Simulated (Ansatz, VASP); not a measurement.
# ZnS (Wurtzite-2H) in two plane-wave programs, part 2 of 2

Aim: how closely do two programs agree when they are given the same cell, functional and k mesh? The cell is taken from a series of runs on this material, whose earlier steps may have relaxed, scaled, displaced or heated it; both programs get it as it stands.

VASP 6.6.1 and Ansatz 0.2.0.

So far: The starting structure; VASP: zone-centre phonons, PBE with D3(BJ), pair 1.

## 3. Ansatz: zone-centre phonons, PBE with D3(BJ), pair 1

Level of this step: Ansatz beside VASP: Kohn-Sham DFT, plane waves, PBE with D3(BJ) (Ansatz).

Ansatz runs on its PAW soft_1 files.

The same cell, functional and mesh now go to Ansatz, which takes its cutoff from its data sets.

File input.yaml:

```yaml
crystal:
  lattice:
    - [3.7948746421, 0.0, 0.0]
    - [-1.8974373211, 3.2864578442, 0.0]
    - [0.0, 0.0, 6.2353150042]
  atoms:
    - { symbol: Zn, position: [0.3333333333, 0.6666666667, 0.0005940059] }
    - { symbol: Zn, position: [0.6666666667, 0.3333333333, 0.5005940059] }
    - { symbol: S, position: [0.3333333333, 0.6666666667, 0.3744059941] }
    - { symbol: S, position: [0.6666666667, 0.3333333333, 0.8744059941] }
kpoints:
  mp_grid: { grid: [9, 9, 4] }
hamiltonian:
  xc: pbe
  dispersion: d3bj
  pseudopotentials: { kind: paw, azcp: { folder: soft_1 } }
scf:
  occupations: { method: fixed }
output:
  eigenvalues: true
phonons:
  method: dfpt
  dielectric: true
  rigid_motions: translations
```

Launch:

```
$ ansatz run input.yaml --threads 4 --pin off --max-ram 15360MiB --backend cpu --events-out ev --progress --plain --runs-dir out
```

Numbers of over 12 decimals in the logs are rounded to 6 here.

Log:

```text
Engine: ansatz 0.2.0, aarch64-unknown-linux-gnu
Pseudopotentials: kind: paw
Pseudopotential: Zn, paw, valence charge 12, recommended cutoff 420 eV (normal), soft_1/Zn.paw.azcp
Pseudopotential: S, paw, valence charge 6, recommended cutoff 420 eV (normal), soft_1/S.paw.azcp
Functional definition: PBE
  parameter kappa = 0.804
  parameter beta = 0.066725
  exchange = pbe_x(kappa = kappa, mu = beta*pi^2/3)
  correlation = pbe_c(beta = beta)
Crystal: 4 atoms, lattice volume = 77.765 Å³
Basis set: ecut = 420 eV, 1521 PW (Γ), exchange–correlation on 54×54×96 points (8 copies of the dense FFT grid, shifted against one another)
Bands: 22, of which v1, the nominal top of the filled ones, is band 18 counted from 1 (17 counted from 0)
Symmetry: 12 space group operations
k-points: 95 of 324 (irreducible under 2 space group operations, time reversal used)
Non-local potential: Zn, projectors of the file, l = 0: 2, l = 1: 2, l = 2: 3, l = 3: 1
Non-local potential: S, projectors of the file, l = 0: 2, l = 1: 2, l = 2: 1
PAW form: soft (Blöchl's): semilocal exchange-correlation on the pseudo side does not see the compensation charge
PAW one-centre angular grid: Zn, 590 points (default); XC on 64 Gauss nodes
PAW one-centre angular grid: S, 110 points (default); XC on 64 Gauss nodes
Initial density: superposition of atomic densities (chi_scale 0.1, normalization cell, long waves kept (reshape's long-wave potential 0.00 eV rms))
Initial wavefunctions: pseudopotential atomic-orbital guess
Functional: x = pbe(κ = 0.804, μ = 0.219515), c = pbe(β = 0.066725)
SCF iter   1: F=—  HF=-8446.877971 eV  |F-HF|=—  |Δ(HF+E_count)|=         —  Δρ=4.13e-2  dr2=8.21e-1  ethr=3.10e-3  ⟨swp⟩=5.1  Hψ=10248  notcnv=0  defer=175
preconditioner: auto → Resta (q_TF=auto, 2.400 Å⁻¹)  ε∞=6.2  [insulator: Δε(μ)=2.438 eV  Ē_g=11.044 eV  n_scr=22 (ndim 8)  ℏωp=25.3 eV  f_vac=0.005  ε∞_Penn≈6.2]
SCF iter   2: F=—  HF=-8446.713034 eV  |F-HF|=—  |Δ(HF+E_count)|=   1.65e-1  Δρ=1.65e-2  dr2=1.80e-1  ethr=2.28e-3  ⟨swp⟩=2.0  Hψ=4351  notcnv=0  defer=183
SCF iter   3: F=—  HF=-8446.692666 eV  |F-HF|=—  |Δ(HF+E_count)|=   2.04e-2  Δρ=1.10e-2  dr2=6.15e-2  ethr=4.99e-4  ⟨swp⟩=2.0  Hψ=3802  notcnv=0  defer=188
SCF iter   4: F=—  HF=-8446.682502 eV  |F-HF|=—  |Δ(HF+E_count)|=   1.02e-2  Δρ=3.19e-3  dr2=5.60e-3  ethr=1.71e-4  ⟨swp⟩=2.0  Hψ=4564  notcnv=0  defer=188
SCF iter   5: F=—  HF=-8446.685836 eV  |F-HF|=—  |Δ(HF+E_count)|=   3.33e-3  Δρ=5.50e-4  dr2=3.01e-4  ethr=1.56e-5  ⟨swp⟩=3.1  Hψ=3948  notcnv=0  defer=188
SCF iter   6: F=—  HF=-8446.686369 eV  |F-HF|=—  |Δ(HF+E_count)|=   5.33e-4  Δρ=2.83e-4  dr2=7.07e-5  ethr=8.35e-7  ⟨swp⟩=2.1  Hψ=3870  notcnv=0  defer=188
SCF iter   7: F=—  HF=-8446.686478 eV  |F-HF|=—  |Δ(HF+E_count)|=   1.09e-4  Δρ=7.88e-5  dr2=2.08e-6  ethr=1.96e-7  ⟨swp⟩=2.0  Hψ=3939  notcnv=0  defer=186
SCF iter   8: F=—  HF=-8446.686482 eV  |F-HF|=—  |Δ(HF+E_count)|=   3.61e-6  Δρ=2.41e-5  dr2=2.95e-7  ethr=5.77e-9  ⟨swp⟩=2.0  Hψ=3555  notcnv=0  defer=8
SCF iter   9: F=—  HF=-8446.686482 eV  |F-HF|=—  |Δ(HF+E_count)|=   2.85e-7  Δρ=3.73e-6  dr2=1.00e-8  ethr=8.20e-10  ⟨swp⟩=2.0  Hψ=3717  notcnv=0  defer=8
SCF iter  10: F=—  HF=-8446.686482 eV  |F-HF|=—  |Δ(HF+E_count)|=   1.43e-8  Δρ=5.32e-7  dr2=2.55e-10  ethr=2.78e-11  ⟨swp⟩=2.0  Hψ=3800  notcnv=0  defer=8
SCF iter  11: F=-8446.686482 eV  HF=-8446.686482 eV  |F-HF|=2.91e-11  |Δ(HF+E_count)|=  2.42e-10  Δρ=1.56e-7  dr2=1.52e-11  ethr=1.00e-12  ⟨swp⟩=10.7  Hψ=16063  notcnv=0
SCF 1 converged in 11 iterations: F = -8446.686482 eV  dr2 = 1.52e-11
  greatest PAW one-centre occupation: 0.983 electrons in one spin orbital (limit 2), on the Zn atom at site 1 (counted from 0), in its partial waves of l = 2
NSCF: frozen V_eff on 4 k-points
DFPT response loops at Γ: preconditioner auto → Resta (q_TF=auto, 2.400 Å⁻¹)  ε∞=5.2 (no band partly filled); β = 1.00, the filter's whole step (`scf.mixing.beta` (0.50) is not read by the response loops at its default; to damp them type it under 1.00, their step now; it binds the ground state too); Broyden in place of MSR1
── the response to a field inside a basis, on 12×12×6 k-points: an SCF that follows is theirs, and a resumed run solves both again ──
Bands: 19, of which v1, the nominal top of the filled ones, is band 18 counted from 1 (17 counted from 0)
k-points: 126 of 864 (irreducible under 4 space group operations, time reversal used)
Initial density: handed on by an earlier stage of this run
Initial wavefunctions: pseudopotential atomic-orbital guess (no wavefunctions were taken with the density)
Eigensolver: Dense (126 Hₖ)
SCF iter   1: F=—  HF=-8446.683534 eV  |F-HF|=—  |Δ(HF+E_count)|=         —  Δρ=1.62e-4  dr2=5.92e-6  ethr=1.00e-1
preconditioner: auto → Resta (q_TF=auto, 2.400 Å⁻¹)  ε∞=7.9  [insulator: Δε(μ)=2.530 eV  Ē_g=9.610 eV  n_scr=22 (ndim 8)  ℏωp=25.3 eV  f_vac=0.037  ε∞_Penn≈7.9]
SCF iter   2: F=—  HF=-8446.683538 eV  |F-HF|=—  |Δ(HF+E_count)|=   3.19e-6  Δρ=2.07e-4  dr2=1.49e-5  ethr=1.64e-8
SCF iter   3: F=—  HF=-8446.683538 eV  |F-HF|=—  |Δ(HF+E_count)|=   2.77e-7  Δρ=2.46e-5  dr2=9.29e-8  ethr=1.64e-8
SCF iter   4: F=-8446.683537 eV  HF=-8446.683537 eV  |F-HF|=7.13e-8  |Δ(HF+E_count)|=   1.11e-6  Δρ=1.05e-5  dr2=2.00e-8  ethr=2.58e-10
SCF 1 converged in 4 iterations: F = -8446.683537 eV  dr2 = 2.00e-8
  greatest PAW one-centre occupation: 0.983 electrons in one spin orbital (limit 2), on the Zn atom at site 0 (counted from 0), in its partial waves of l = 2
DFPT response loops at Γ: preconditioner auto → Resta (q_TF=auto, 2.400 Å⁻¹)  ε∞=4.9 (no band partly filled); β = 1.00, the filter's whole step (`scf.mixing.beta` (0.50) is not read by the response loops at its default; to damp them type it under 1.00, their step now; it binds the ground state too); Broyden in place of MSR1
WARN: field response: ε∞ stands inside a basis, on 12×12×6 points; the force constants stand on the 9×9×4 k-mesh, whose period is 10.50 times the interband length at k = (0.0000, 0.0000, 0.0000), direct gap 2.235 eV, under 14: take them and everything formed from them as unconverged, and compare with a denser kpoints.mp_grid
SCF converged after 11 iterations
Free energy (F): -8446.686482 eV
Harris-Foulkes:  -8446.686482 eV  (|F-HF|=2.91e-11)
Internal energy: -8446.686482 eV  (E = F + TS)
E sigma→0 (E₀):  -8446.686482 eV
Fermi energy:    5.983735 eV
--- Per-component energies (eV) ---
  E_band       = 14.639352
  E_kinetic    = 507.590240
  E_local      = -4522.070782  (includes V_loc(G=0)·N_el)
  E_nonlocal   = 1709.392507
  E_hartree    = 1723.873204
  E_xc         = -335.227688
  E_vxc        = -268.163174  (∫ρ·V_xc dr)
  E_paw        = -5012.904198  (= ΣΔE_a)
  E_vpaw       = -859.855143  (= ΣTr[D̂ρ^β])
  E_aug_tail   = -0.000523  (compensation charges beyond the density's cutoff)
  E_ewald      = -2516.088168
  E_disp       = -1.251074  (pairwise vdW)
  E_smearing   = -0.000000  (= −TS)
  E_closure    = -0.000000  (closes the sum)
  Σ components = -8446.686482   (vs F -8446.686482, Δ=0.00e0)
--- Band table (eV; the first three rows and the last of 95) ---
  k-point 0: bands = [... 14 lower, 5.0750, 5.8912, 5.9837, 5.9837, 8.2192, 9.1108, 12.2666, 12.2666]
  k-point 1: bands = [... 14 lower, 5.1981, 5.1981, 5.8392, 5.8392, 9.1189, 9.2625, 12.2058, 12.3625]
  k-point 2: bands = [... 14 lower, 5.5080, 5.5080, 5.5080, 5.5080, 9.5689, 9.5689, 12.7223, 12.7223]
  k-point 94: bands = [... 14 lower, 3.7085, 3.7085, 4.4222, 4.4222, 10.4889, 10.4889, 12.1972, 12.1972]
--- Phonons (Γ-DFPT): 4 representative perturbations + reference, on 95 of 324 k-points (Σ response iterations 14) ---
  k mesh reduced under 2 symmetry operations, with k and −k counted as one. Each operation leaves every solved perturbation unchanged. A smaller set is not considered because the run solves the response to a homogeneous field
  ASR residual: 1.031e-4 → 0.000e0 eV/Å²; symmetrization residual: 4.189e-6 eV/Å²
  pairwise dispersion correction: d3bj (s6 = 1.0, s8 = 0.7875, a1 = 0.4289, a2_bohr = 4.4407), with the weights of each atom's references fixed at the reference crystal's, and the forces and stress that the weights' published response gives there kept as a pressure on the atom's counted neighbours (hamiltonian.dispersion)
  ASR residual per site (eV/Å²): 1.03e-4 1.03e-4 7.64e-5 7.64e-5
  Γ frequencies (cm⁻¹): 0.00 0.00 0.00 66.84 66.84 194.91 276.14 279.75 279.75 286.89 286.89 338.73
  ε∞ (high-frequency dielectric tensor):
        5.801914     0.000000    -0.000000
        0.000000     5.801914    -0.000000
       -0.000000    -0.000000     5.928734
  ε⁰ (static dielectric tensor: ions relaxed, cell fixed):
        8.540142     0.000000    -0.000000
        0.000000     8.540142     0.000000
       -0.000000     0.000000     9.055381
  ε⁰ − ε∞ (ionic part):
        2.738228     0.000000     0.000000
        0.000000     2.738228     0.000000
        0.000000     0.000000     3.126647
  softest optical mode at Γ: 66.84 cm⁻¹; the repairs (sum rule, projections) moved no ω² at Γ by more than (1.04 cm⁻¹)²
  Born effective charges Z* (e; rows j = field, columns β = displacement):
    site 0:
         1.90857    0.00000   -0.00000
         0.00000    1.90857   -0.00000
        -0.00000    0.00000    2.01311
    site 1:
         1.90857    0.00000   -0.00000
         0.00000    1.90857   -0.00000
        -0.00000    0.00000    2.01311
    site 2:
        -1.90857   -0.00000    0.00000
        -0.00000   -1.90857    0.00000
         0.00000   -0.00000   -2.01311
    site 3:
        -1.90857   -0.00000    0.00000
        -0.00000   -1.90857   -0.00000
         0.00000    0.00000   -2.01311
  Z* charge neutrality: 1.741e-3 e pre-enforcement
  solved inside a basis spanned on kpoints, on 12×12×6 k-points, its susceptibility summed on 14×14×8: ε∞ is read to err by 1.9e-2, Z* by 1.3e-2 e (field_mesh: kpoints solves on kpoints); Z* is corrected for what the basis lacks
  optical modes at Γ without the LO–TO term, one row a degenerate level:
      ω (cm⁻¹)  modes    IR ((D/Å)²/amu)
         66.84      2             0.0000
        194.91      1             0.0000
        276.14      1             8.6927
[...]
optical modes at Γ + LO–TO along q̂ = [1.0000, 0.0000, 0.0000]:
      ω (cm⁻¹)  modes    IR ((D/Å)²/amu)
[...]
optical modes at Γ + LO–TO along q̂ = [0.0000, 1.0000, 0.0000]:
      ω (cm⁻¹)  modes    IR ((D/Å)²/amu)
[...]
338.73      1             0.0000
        339.41      1             7.8134
  optical modes at Γ + LO–TO along q̂ = [0.0000, 0.0000, 1.0000]:
      ω (cm⁻¹)  modes    IR ((D/Å)²/amu)
         66.84      2             0.0000
        194.91      1             0.0000
        279.75      2            15.6267
        286.89      2             0.0000
        338.73      1             0.0000
        341.27      1             8.6927
```

## 4. Differences

Known differences besides the potentials themselves: fixed occupations in Ansatz, narrow Gaussian smearing in VASP; the cutoff is 420 eV in Ansatz and 500 eV in VASP; Ansatz takes the dispersion share of the force constants at frozen C6 weights, VASP differentiates the full forces; VASP uses finite displacements, Ansatz perturbation theory. Total energies have different zeros and are not compared.

Compared:

| quantity | Ansatz | VASP | difference |
| --- | --- | --- | --- |
| optical mode 1 to 2 (cm⁻¹) | 66.8 | 65.5 | +1.99 % |
| optical mode 3 (cm⁻¹) | 194.9 | 195.2 | -0.13 % |
| optical mode 4 (cm⁻¹) | 276.1 | 277.0 | -0.31 % |
| optical mode 5 to 6 (cm⁻¹) | 279.8 | 280.5 | -0.28 % |
| optical mode 7 to 8 (cm⁻¹) | 286.9 | 287.7 | -0.28 % |
| optical mode 9 (cm⁻¹) | 338.7 | 339.6 | -0.25 % |

Modes are paired by rising frequency, not by their patterns, so a pair may set unlike modes beside each other; they are those without the splitting of longitudinal modes.

## 5. Ansatz: zone-centre phonons, PBE with D3(BJ), pair 2

Second derivatives magnify differences that forces hide, and they need a tight electronic threshold. The cell compared in this pair holds 78.93 Å³, against 77.76 Å³ for the pair before.

The cell is taken from a series of runs on this material, whose earlier steps may have relaxed, scaled, displaced or heated it; both programs get it as it stands.

input.yaml, the sections that differ from step 3:

```yaml
crystal:
  lattice:
    - [3.8144894284, 0.0, 0.0]
    - [-1.9072447142, 3.3034447475, 0.0]
    - [0.0, 0.0, 6.2639239752]
  atoms:
    - { symbol: Zn, position: [0.3333333333, 0.6666666667, 0.0004860182] }
    - { symbol: Zn, position: [0.6666666667, 0.3333333333, 0.5004860182] }
    - { symbol: S, position: [0.3333333333, 0.6666666667, 0.3745139818] }
    - { symbol: S, position: [0.6666666667, 0.3333333333, 0.8745139818] }
# kpoints, hamiltonian, scf, output, phonons: as in step 3
```

Log:

```text
[...]
Crystal: 4 atoms, lattice volume = 78.931 Å³
Basis set: ecut = 420 eV, 1521 PW (Γ), exchange–correlation on 54×54×96 points (8 copies of the dense FFT grid, shifted against one another)
Bands: 22, of which v1, the nominal top of the filled ones, is band 18 counted from 1 (17 counted from 0)
Symmetry: 12 space group operations
k-points: 95 of 324 (irreducible under 2 space group operations, time reversal used)
[...]
optical modes at Γ + LO–TO along q̂ = [1.0000, 0.0000, 0.0000]:
      ω (cm⁻¹)  modes    IR ((D/Å)²/amu)
[...]
optical modes at Γ + LO–TO along q̂ = [0.0000, 1.0000, 0.0000]:
      ω (cm⁻¹)  modes    IR ((D/Å)²/amu)
[...]
optical modes at Γ + LO–TO along q̂ = [0.0000, 0.0000, 1.0000]:
      ω (cm⁻¹)  modes    IR ((D/Å)²/amu)
[...]
272.77      2            15.9737
        279.32      2             0.0000
        331.61      1             0.0000
        335.43      1             8.8691
[key lines of the parts left out:]
SCF converged after 11 iterations
Free energy (F): -8446.682417 eV
Fermi energy:    5.787653 eV
```

## 6. VASP: zone-centre phonons, PBE with D3(BJ), pair 2

The same cell, functional and mesh now go to VASP, with its own data sets.

File INCAR:

```
SYSTEM = ZnS
PREC = Accurate
ENCUT = 500
EDIFF = 1E-08
NELM = 120
ISMEAR = 0
SIGMA = 0.01
LREAL = .FALSE.
ALGO = Normal
GGA = PE
IVDW = 12
NBANDS = 24
LORBIT = 11
LWAVE = .FALSE.
LCHARG = .FALSE.
ISIF = 2
IBRION = 6
NFREE = 2
POTIM = 0.015
NSW = 1
LASPH = .TRUE.
GGA_COMPAT = .FALSE.
EFERMI = MIDGAP
KPAR = 2
```

File POSCAR:

```
ZnS
1.0
    3.8144894284      0.0000000000      0.0000000000
   -1.9072447142      3.3034447475      0.0000000000
    0.0000000000      0.0000000000      6.2639239752
Zn S
2 2
Direct
    0.3333333333      0.6666666667      0.0004860182
    0.6666666667      0.3333333333      0.5004860182
    0.3333333333      0.6666666667      0.3745139818
    0.6666666667      0.3333333333      0.8745139818
```

File KPOINTS:

```
Automatic mesh
0
Gamma
9 9 4
0 0 0
```

PAW data sets: Zn and S (PBE family, release 64).

Launch:

```
$ mpirun -np 2 vasp_std
```

Log:

```text
[... set-up lines as in an earlier step ...]
 entering main loop
       N       E                     dE             d eps       ncg     rms          rms(c)
DAV:   1     0.228678230921E+03    0.22868E+03   -0.16954E+04  1728   0.176E+03
DAV:   2     0.603074182520E+01   -0.22265E+03   -0.21522E+03  1840   0.353E+02
DAV:   3    -0.141372836950E+02   -0.20168E+02   -0.20071E+02  2168   0.108E+02
DAV:   4    -0.145300373899E+02   -0.39275E+00   -0.39254E+00  2048   0.158E+01
[...]
DAV:  14    -0.136820682838E+02   -0.20993E-06   -0.33594E-07  2184   0.798E-03    0.691E-04
DAV:  15    -0.136820683662E+02   -0.82424E-07   -0.11746E-07  1960   0.324E-03    0.914E-04
DAV:  16    -0.136820683655E+02    0.67257E-09   -0.73451E-09  1528   0.804E-04
   1 F= -.14912616E+02 E0= -.14912616E+02  d E =0.000000E+00
[... from here on, the cycles between the ionic steps are left out ...]
   2 F= -.14911974E+02 E0= -.14911974E+02  d E =0.000000E+00
   3 F= -.14911975E+02 E0= -.14911975E+02  d E =0.000000E+00
   4 F= -.14911748E+02 E0= -.14911748E+02  d E =0.000000E+00
   5 F= -.14911767E+02 E0= -.14911767E+02  d E =0.000000E+00
   6 F= -.14911885E+02 E0= -.14911885E+02  d E =0.000000E+00
   7 F= -.14911885E+02 E0= -.14911885E+02  d E =0.000000E+00
   8 F= -.14911586E+02 E0= -.14911586E+02  d E =0.000000E+00
   9 F= -.14911567E+02 E0= -.14911567E+02  d E =0.000000E+00
 Finite differences progress:
  Degree of freedom:   4/  4
  Displacement:        2/  2
  Total:               8/  8
```

Parts of OUTCAR (step 6):

```text
 Edisp (eV)   -1.23049

 Edisp (eV)   -1.23061

  Total      -0.51776    -0.51776    -0.36237     0.00000     0.00000     0.00000
  in kB     -10.50974   -10.50974    -7.35543     0.00000     0.00000     0.00000
  external pressure =       -9.46 kB  Pullay stress =        0.00 kB

 POSITION                                       TOTAL-FORCE (eV/Angst)
 -----------------------------------------------------------------------------------
     -0.00000      2.20230      0.00304         0.000000     -0.000000     -0.062176
      1.90724      1.10115      3.13501         0.000000     -0.000000     -0.026257
     -0.00000      2.20230      2.33093        -0.000000      0.000000      0.141381
      1.90724      1.10115      5.47789        -0.000000      0.000000     -0.052948
 -----------------------------------------------------------------------------------
    total drift:                               -0.000000     -0.000001      0.000091

  FREE ENERGIE OF THE ION-ELECTRON SYSTEM (eV)
  ---------------------------------------------------
  free  energy   TOTEN  =       -14.9115665657 eV

  energy  without entropy=      -14.9115665657  energy(sigma->0) =      -14.91156657

[... 1 part as in an earlier step ...]

[... 2 further parts left out ...]
[key lines of the parts left out:]
E-fermi :   3.2157
```

Levels, forces or a CONTCAR printed for this step are those of its last displaced cell, not of the structure at rest.

## 7. Comparison

Compared:

| quantity | Ansatz | VASP | difference |
| --- | --- | --- | --- |
| optical mode 1 to 2 (cm⁻¹) | 68.2 | 67.3 | +1.40 % |
| optical mode 3 (cm⁻¹) | 192.2 | 192.9 | -0.34 % |
| optical mode 4 (cm⁻¹) | 268.5 | 269.5 | -0.39 % |
| optical mode 5 to 6 (cm⁻¹) | 272.8 | 273.7 | -0.32 % |
| optical mode 7 to 8 (cm⁻¹) | 279.3 | 280.2 | -0.32 % |
| optical mode 9 (cm⁻¹) | 331.6 | 332.5 | -0.27 % |

Modes are paired by rising frequency, not by their patterns, so a pair may set unlike modes beside each other; they are those without the splitting of longitudinal modes.

## 8. Summary of results

- r.m.s. difference of the optical zone-centre modes, each program's sorted by frequency (zone-centre phonons, PBE with D3(BJ), pair 1): 0.91 cm⁻¹
- difference in optical mode 1 to 2 (zone-centre phonons, PBE with D3(BJ), pair 1): +2.0 %
- r.m.s. difference of the optical zone-centre modes, each program's sorted by frequency (zone-centre phonons, PBE with D3(BJ), pair 2): 0.90 cm⁻¹
- difference in optical mode 1 to 2 (zone-centre phonons, PBE with D3(BJ), pair 2): +1.4 %

In words: The r.m.s. difference of the optical zone-centre modes, each program's sorted by frequency is 0.91 cm⁻¹ (zone-centre phonons, PBE with D3(BJ), pair 1). Among the rows given in per cent, the largest difference of the zone-centre phonons, PBE with D3(BJ), pair 1 pair is in optical mode 1 to 2, +2.0 %. Among the rows given in per cent, the largest difference of the zone-centre phonons, PBE with D3(BJ), pair 2 pair is in optical mode 1 to 2, +1.4 %. Such differences can come from data sets, numerical settings and the points named under the comparisons, not from the functional's error against experiment.

[Lines on the potential files, build, host, timing and source positions are cut from VASP's logs without a mark.]

[Logs are printed without paths, hosts, clocks, repeated set-up lines and the standing remarks that a program may print on its own settings, such as how far it seeks lower states.]

[Hosts, paths, dates, database ids (printed as entryN), source tags and the programs' standing remarks are cut or masked in the printed files.]
